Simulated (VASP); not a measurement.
# SrB2N4 (P4/mmm) in VASP: further runs, part 2 of 2

VASP 6.6.1. Earlier steps stand in the parts before.

### 3 Single point, PBE, collinear spin, typed start (species swapped into the Cs2PdCl4 type (P4/mmm, No. 123))

INCAR

```
SYSTEM = SrB2N4
ALGO = Fast ; EDIFF = 1E-7
ENCUT = 520 ; GGA = PE
ISIF = 2 ; ISMEAR = 0
ISPIN = 2 ; LASPH = .TRUE.
LCHARG = .FALSE. ; LORBIT = 11
LREAL = .FALSE. ; LWAVE = .FALSE.
MAGMOM = 0 0 0 1 1 1 1 ; NBANDS = 31
NELM = 150 ; PREC = Accurate
SIGMA = 0.1
```

KPOINTS

```
k-points
0
G
  4 4 6
  0 0 0
```

POSCAR

```
SrB2N4
1.0
    5.3290599400      0.0000000000      0.0000000000
    0.0000000000      5.3290599400      0.0000000000
    0.0000000000      0.0000000000      3.3625148800
Sr B N
1 2 4
Direct
    0.0000000000      0.0000000000      0.0000000000
    0.0000000000      0.5000000000      0.5000000000
    0.5000000000      0.0000000000      0.5000000000
    0.2210000000      0.2210000000      0.0000000000
    0.7790000000      0.2210000000      0.0000000000
    0.7790000000      0.7790000000      0.0000000000
    0.2210000000      0.7790000000      0.0000000000
```

Potentials or basis: VASP PAW PBE potentials, release 64 (Sr_sv, B, N).

Command:

```
cat potpaw_PBE.64/Sr_sv/POTCAR potpaw_PBE.64/B/POTCAR potpaw_PBE.64/N/POTCAR > POTCAR
mpirun -np 1 vasp_std > vasp.out
```

OUTCAR:

```text
SYSTEM = SrB2N4
   EDIFF = 1E-7
   ENCUT = 520
   GGA = PE
   ISIF = 2
   ISMEAR = 0
   ISPIN = 2
   LASPH = .TRUE.
   LORBIT = 11
   LREAL = .FALSE.
   NELM = 150
   PREC = Accurate

 ion  position               nearest neighbor table
   1  0.000  0.000  0.000-   4 1.67   5 1.67   6 1.67   7 1.67   2 3.15   3 3.15   2 3.15   3 3.15
                             2 3.15   2 3.15   3 3.15   3 3.15
   2  0.000  0.500  0.500-   1 3.15   1 3.15   1 3.15   1 3.15
   3  0.500  0.000  0.500-   1 3.15   1 3.15   1 3.15   1 3.15
   4  0.221  0.221  0.000-   1 1.67
   5  0.779  0.221  0.000-   1 1.67
   6  0.779  0.779  0.000-   1 1.67
   7  0.221  0.779  0.000-   1 1.67

 -----------------------------------------------------------------------------
|                                                                             |
|           W    W    AA    RRRRR   N    N  II  N    N   GGGG   !!!           |
|           W    W   A  A   R    R  NN   N  II  NN   N  G    G  !!!           |
|           W    W  A    A  R    R  N N  N  II  N N  N  G       !!!           |
|           W WW W  AAAAAA  RRRRR   N  N N  II  N  N N  G  GGG   !            |
|           WW  WW  A    A  R   R   N   NN  II  N   NN  G    G                |
|           W    W  A    A  R    R  N    N  II  N    N   GGGG   !!!           |
|                                                                             |
|     The distance between some ions is very small. Please check the          |
|     nearest-neighbor list in the OUTCAR file.                               |
|     I HOPE YOU KNOW WHAT YOU ARE DOING!                                     |
|                                                                             |
 -----------------------------------------------------------------------------

  LATTYP: Found a simple tetragonal cell.
 ALAT       =     5.3290599400
 C/A-ratio  =     0.6309771175

  Lattice vectors:

 A1 = (   5.3290599400,   0.0000000000,   0.0000000000)
 A2 = (   0.0000000000,   5.3290599400,   0.0000000000)
 A3 = (   0.0000000000,   0.0000000000,   3.3625148800)

Analysis of symmetry for initial positions (statically):
=====================================================================
 Subroutine PRICEL returns:
 Original cell was already a primitive cell.

 Routine SETGRP: Setting up the symmetry group for a
 simple tetragonal supercell.

 Subroutine GETGRP returns: Found 16 space group operations
 (whereof 16 operations were pure point group operations)
 out of a pool of 16 trial point group operations.

The static configuration has the point symmetry D_4h.

Analysis of symmetry for dynamics (positions and initial velocities):
=====================================================================
 Subroutine PRICEL returns:
 Original cell was already a primitive cell.

 Routine SETGRP: Setting up the symmetry group for a
 simple tetragonal supercell.

 Subroutine GETGRP returns: Found 16 space group operations
 (whereof 16 operations were pure point group operations)
 out of a pool of 16 trial point group operations.

The dynamic configuration has the point symmetry D_4h.

Analysis of structural, dynamic, and magnetic symmetry:
=====================================================================
 Subroutine PRICEL returns:
 Original cell was already a primitive cell.

 Routine SETGRP: Setting up the symmetry group for a
 simple tetragonal supercell.

 Subroutine GETGRP returns: Found 16 space group operations
 (whereof 16 operations were pure point group operations)
 out of a pool of 16 trial point group operations.

The overall configuration has the point symmetry D_4h.

 Subroutine INISYM returns: Found 16 space group operations
 (whereof 16 operations are pure point group operations),
 and found     1 'primitive' translations

[... 128 lines left out ...]
   GGA     = PE    functional components
   LHFCALC =     F    Hartree Fock is set to
   AEXX    =    0.0000 exact exchange contribution
   IVDW    =     0    specifies the selected vdW correction
   LEPSILON=     F    determine dielectric tensor
   LRPA    =     F    only Hartree local field effects (RPA)
 spin polarized calculation
 RMM-DIIS sequential band-by-band and
 Gauss-broadening in eV      SIGMA  =   0.10
  energy-cutoff  :      520.00
  volume of cell :       95.49
 maximum number of plane-waves:      2596
 NGX is ok and might be reduce to    40
   NGX = 19   NGY = 19   NGZ = 13

 number of electron      35.9999999 magnetization       0.0006589

 number of electron      35.9999999 magnetization      -0.0000291

 Free energy of the ion-electron system (eV)
  ---------------------------------------------------
  ext. energy  EPLUGINS =         0.00000000
  ---------------------------------------------------
  free energy    TOTEN  =       -15.90642046 eV

  energy without entropy =      -15.88743654  energy(sigma->0) =      -15.89692850

 E-fermi :   1.2515     XC(G=0):  -9.5475

 val. band max:        1.2323577187   @ k =   0.2500   0.0000   0.0000
 cond. band min:       1.2607097523   @ k =   0.0000   0.0000   0.1667
 fundamental gap:      0.0283520336
 Fermi energy:         1.2515161993

 spin component 1

 k-point     1 :       0.0000    0.0000    0.0000
  band No.  band energies     occupation
      1     -33.9168      1.00000
      2     -20.2503      1.00000
      3     -20.2503      1.00000
      4     -14.0729      1.00000
      5     -12.3627      1.00000
      6     -11.6343      1.00000
[... 781 lines left out ...]
     29      10.0167      0.00000
     30      10.0167      0.00000
 Fermi energy:         1.2515161993

 spin component 2

 k-point     1 :       0.0000    0.0000    0.0000
  band No.  band energies     occupation
      1     -33.9168      1.00000
      2     -20.2503      1.00000
      3     -20.2503      1.00000
      4     -14.0729      1.00000
      5     -12.3627      1.00000
      6     -11.6343      1.00000
[... 781 lines left out ...]
     29      10.0167      0.00000
     30      10.0167      0.00000
 [bands above 30 left out]

------------------------ aborting loop because EDIFF is reached ----------------------------------------

  FORCE on cell =-STRESS in cart. coord.  units (eV):
  Direction    XX          YY          ZZ          XY          YZ          ZX
  --------------------------------------------------------------------------------------
  -------------------------------------------------------------------------------------
  Total       30.1881330     30.1881330     -9.1463671      0.0000000      0.0000000      0.0000000
  in kB      506.5022881    506.5022881   -153.4595029      0.0000000      0.0000000      0.0000000
  external PRESSURE =     286.5150245 kB  Pullay stress =       0.0000000 kB

 VOLUME and BASIS-vectors are now :
 -----------------------------------------------------------------------------
  energy-cutoff  :      520.00
  volume of cell :       95.49
      direct lattice vectors                 reciprocal lattice vectors
     5.329059940  0.000000000  0.000000000     0.187650357  0.000000000  0.000000000
     0.000000000  5.329059940  0.000000000     0.000000000  0.187650357  0.000000000
     0.000000000  0.000000000  3.362514880     0.000000000  0.000000000  0.297396453

 POSITION                                       TOTAL-FORCE (eV/Angst)
 -----------------------------------------------------------------------------------
      0.00000      0.00000      0.00000         0.000000      0.000000      0.000000
      0.00000      2.66453      1.68126         0.000000      0.000000      0.000000
      2.66453      0.00000      1.68126         0.000000      0.000000      0.000000
      1.17772      1.17772      0.00000         7.857875      7.857875      0.000000
      4.15134      1.17772      0.00000        -7.857875      7.857875      0.000000
      4.15134      4.15134      0.00000        -7.857875     -7.857875      0.000000
      1.17772      4.15134      0.00000         7.857875     -7.857875     -0.000000
 -----------------------------------------------------------------------------------
    total drift:                               -0.000000      0.000000      0.000000

  FREE ENERGIE OF THE ION-ELECTRON SYSTEM (eV)
  ---------------------------------------------------
  free  energy   TOTEN  =       -15.9064204612 eV

  energy  without entropy=      -15.8874365441  energy(sigma->0) =      -15.89692850

 total charge

# of ion       s       p       d       tot
------------------------------------------
    1        2.191   5.803   2.655  10.649
    2        0.851   0.383   0.000   1.235
    3        0.851   0.383   0.000   1.235
    4        1.366   2.234   0.000   3.600
    5        1.366   2.234   0.000   3.600
    6        1.366   2.234   0.000   3.600
    7        1.366   2.234   0.000   3.600
--------------------------------------------------
tot          9.358  15.505   2.655  27.517

 magnetization (x)

# of ion       s       p       d       tot
------------------------------------------
    1        0.000  -0.000   0.000   0.000
    2       -0.000   0.000   0.000   0.000
    3       -0.000   0.000   0.000   0.000
    4       -0.000  -0.000   0.000  -0.000
    5       -0.000  -0.000   0.000  -0.000
    6       -0.000  -0.000   0.000  -0.000
    7       -0.000  -0.000   0.000  -0.000
--------------------------------------------------
tot          0.000  -0.000   0.000  -0.000
```

It took 3.2 min on 1 thread of Intel Xeon Platinum 8488C (Sapphire Rapids), shared host; peak memory 0.3 GiB.

What came out:

| Item | Value |
| --- | --- |
| Free energy | -15.9064 eV |
| Pressure | 28.7 GPa |
| Largest force | 11.113 eV/Å |
| Band gap on the k mesh | none (metal or under the smearing width) |
| Net moment | 0.00 μB per cell |
| Valence electrons inside the program's atomic spheres | Sr 10.65; B 1.24; N 3.60 |

Forces on the atoms (eV/Å):
```
Sr   0.000  0.000  0.000
B    0.000  0.000  0.000
B    0.000  0.000  0.000
N    7.858  7.858  0.000
N   -7.858  7.858  0.000
N   -7.858 -7.858  0.000
N    7.858 -7.858  0.000
```

Caveat: a pressure of tens of GPa on the cell as given is suspect, and the run, the potentials or the cell itself is likely at fault; forces of over 1 eV/Å show positions far from the minimum, so gaps and moduli don't describe the material at rest.
